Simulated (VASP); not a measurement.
# CdSe (Cadmoselite): convergence with the smearing and SCF solver, part 4 of 4

How sensitive are energy, pressure and forces of CdSe (Cadmoselite) to the smearing and SCF solver? The series runs use PBE. The start is a cell from a database of measured crystal structures.

VASP 6.6.1; PBE; plane waves and PAW (Cd, Se).

Still holding for the runs below: Spin-orbit coupling is off here; it would split degenerate levels, and it lifts a valence top of Se p states by about 0.1 eV.

So far. Step 18 (SCF solver: ALGO = Damped): Against the first of the series the energy stays within 0.01 meV an atom; the pressure moves by +0.02 GPa, after 22 cycles in 5.6 s. Step 19 (SCF solver: AMIX = 0.1, BMIX = 0.01): Against the first of the series the energy stays within 0.01 meV an atom; the pressure moves by +0.01 GPa, after 16 cycles in 5.2 s.

The database entry behind the starting cell differs from later determinations by our own check (inner coordinate of an old entry), so it need not match the best structure at ambient conditions.

### Step 20. SCF solver: AMIX = 0.8 (continued)

OUTCAR, selected parts (step 20):

```text
  Total        2.6053162      2.6053162      1.0822963      0.0000000      0.0000000      0.0000000
  in kB       37.1335408     37.1335408     15.4259564      0.0000000      0.0000000      0.0000000
  external PRESSURE =      29.8976793 kB  Pullay stress =       0.0000000 kB

 POSITION                                       TOTAL-FORCE (eV/Angst)
 -----------------------------------------------------------------------------------
     -0.00000      2.48261      0.00000         0.000000      0.000000      0.295377
      2.15000      1.24130      3.51000        -0.000000     -0.000000      0.295377
     -0.00000      2.48261      2.70270         0.000000      0.000000     -0.295377
      2.15000      1.24130      6.21270         0.000000     -0.000000     -0.295377
 -----------------------------------------------------------------------------------
    total drift:                               -0.000000     -0.000000      0.000138

  FREE ENERGIE OF THE ION-ELECTRON SYSTEM (eV)
  ---------------------------------------------------
  free  energy   TOTEN  =       -10.8815346886 eV

  energy  without entropy=      -10.8815001771  energy(sigma->0) =      -10.88151743

[... 2 parts as in an earlier step ...]

[... 1 further part left out ...]
[key lines of the parts left out:]
E-fermi :   1.3189
```

Against the first of the series the energy stays within 0.01 meV an atom; the pressure moves by +0.01 GPa, after 13 cycles in 4.2 s.

### Step 21. SCF solver: IMIX = 1, AMIX = 0.2

INCAR

```
SYSTEM = CdSe
PREC = Accurate
ENCUT = 400
EDIFF = 1E-06
NELM = 100
ISMEAR = -1
SIGMA = 0.05
LREAL = .FALSE.
ALGO = Normal
GGA = PE
NBANDS = 24
LORBIT = 11
LWAVE = .FALSE.
LCHARG = .FALSE.
KPAR = 4
ISIF = 2
IMIX = 1
AMIX = 0.2
```

POSCAR

```
CdSe
1.0
    4.3000000000      0.0000000000      0.0000000000
   -2.1500000000      3.7239092363      0.0000000000
    0.0000000000      0.0000000000      7.0200000000
Cd Se
2 2
Direct
    0.3333333333      0.6666666667      0.0000000000
    0.6666666667      0.3333333333      0.5000000000
    0.3333333333      0.6666666667      0.3850000000
    0.6666666667      0.3333333333      0.8850000000
```

KPOINTS

```
Automatic mesh
0
Gamma
5 5 3
0 0 0
```

The projector-augmented-wave data sets are Cd and Se (PBE family, release 64).

Launch:

```bash
$ mpirun -np 4 vasp_std
```

The program printed:

```text
[... set-up lines as in an earlier step ...]
 entering main loop
       N       E                     dE             d eps       ncg     rms          rms(c)
[... 5 cycles as in an earlier step ...]
DAV:   6    -0.111750896373E+02    0.46933E+00   -0.36544E-01   576   0.590E+00    0.786E+00
DAV:   7    -0.109969396401E+02    0.17815E+00   -0.24101E-01   544   0.326E+00    0.682E+00
DAV:   8    -0.109296361778E+02    0.67303E-01   -0.61569E-02   536   0.154E+00    0.561E+00
DAV:   9    -0.109017593657E+02    0.27877E-01   -0.19689E-02   536   0.845E-01    0.454E+00
[...]
DAV:  34    -0.108815298516E+02   -0.16499E-05   -0.19723E-07   336   0.262E-03    0.138E-02
DAV:  35    -0.108815310833E+02   -0.12317E-05   -0.14418E-07   360   0.220E-03    0.110E-02
DAV:  36    -0.108815320016E+02   -0.91823E-06   -0.10649E-07   296   0.187E-03
   1 F= -.10881532E+02 E0= -.10881515E+02  d E =-.346430E-04
```

The job ended after 9.6 s (4 MPI ranks of Intel Xeon 6975P-C (Granite Rapids), shared host; peak memory 0.66 GiB; 34 s of CPU time).

OUTCAR, selected parts (step 21):

```text
  Total        2.6083453      2.6083453      1.0846643      0.0000000      0.0000000      0.0000000
  in kB       37.1767152     37.1767152     15.4597071      0.0000000      0.0000000      0.0000000
  external PRESSURE =      29.9377125 kB  Pullay stress =       0.0000000 kB

 POSITION                                       TOTAL-FORCE (eV/Angst)
 -----------------------------------------------------------------------------------
     -0.00000      2.48261      0.00000         0.000000      0.000000      0.295416
      2.15000      1.24130      3.51000        -0.000000     -0.000000      0.295416
     -0.00000      2.48261      2.70270         0.000000      0.000000     -0.295416
      2.15000      1.24130      6.21270         0.000000     -0.000000     -0.295416
 -----------------------------------------------------------------------------------
    total drift:                               -0.000000     -0.000000      0.000166

  FREE ENERGIE OF THE ION-ELECTRON SYSTEM (eV)
  ---------------------------------------------------
  free  energy   TOTEN  =       -10.8815320016 eV

  energy  without entropy=      -10.8814973586  energy(sigma->0) =      -10.88151468

[... 2 parts as in an earlier step ...]

[... 1 further part left out ...]
[key lines of the parts left out:]
E-fermi :   1.3183
```

Against the first of the series the energy stays within 0.01 meV an atom; the pressure moves by +0.02 GPa, after 36 cycles in 9.6 s.

### Step 22. The SCF solver series as a table

This step: convergence of PBE results with the solver; plane waves and PAW (VASP 6.6.1).

No new run; the numbers come from the runs before.

Differences are taken from the run with ALGO = Normal. Results of the series, by row:

```csv
setting,status,energy less the reference (meV/atom),pressure (GPa),largest force difference (meV/Å),gap (eV),SCF cycles,wall time (s)
ALGO = Normal,converged,0,2.978,0,0.6976,14,4.8
ALGO = Fast,converged,3.00e-5,2.998,0.062,0.6974,14,5.4
ALGO = VeryFast,converged,6.50e-5,2.994,0.019,0.6976,20,5.6
ALGO = All,converged,-3.00e-5,2.995,0.103,0.6975,15,6.2
ALGO = Damped,converged,-1.50e-5,2.997,0.054,0.6976,22,5.6
"AMIX = 0.1, BMIX = 0.01",converged,-1.00e-4,2.987,0.044,0.6976,16,5.2
AMIX = 0.8,converged,-4.75e-5,2.99,0.01,0.6976,13,4.2
"IMIX = 1, AMIX = 0.2",converged,6.40e-4,2.994,0.049,0.6971,36,9.6
```

### Step 23. Outcome

| Item | Value |
| --- | --- |
| spread of the pressure over the smearing | 0.469 GPa |
| spread of the energy over the smearing | 25.2 meV/atom |
| fewest SCF cycles | AMIX = 0.8 (13) |
| most SCF cycles among converged runs | IMIX = 1, AMIX = 0.2 (36) |
| spread of the pressure over the SCF solver | 0.0196 GPa |
| spread of the energy over the SCF solver | 7.4e-4 meV/atom |

**Reading.** The usual rule keeps the entropy term T·S under 1 meV an atom, which holds up to a width of 0.1 eV for Fermi-Dirac and 0.2 eV for second-order Methfessel-Paxton. Farthest in energy from the narrowest smearing lies ISMEAR = -1, SIGMA = 0.5 (+25.2 meV an atom, +0.46 GPa, 0.6 meV/Å in forces). Methfessel-Paxton smearing is made for metals and can give negative occupations at band edges. All SCF solvers that converged agree within 0.05 meV an atom. No setting beats the 4.8 s of ALGO = Normal by a fifth or more; the slowest converged run is IMIX = 1, AMIX = 0.2, at 9.6 s. On a shared host such times are rough.

[Lines on the potential files, build, host, timing and source positions are cut from VASP's logs without a mark.]

[Logs are printed without paths, hosts, clocks, repeated set-up lines and the standing remarks that a program may print on its own settings, such as how far it seeks lower states.]

[Hosts, paths, dates, database ids (printed as entryN), source tags and the programs' standing remarks are cut or masked in the printed files.]

[A measured line is paired with the nearest computed mode of its activity, which favours agreement.]
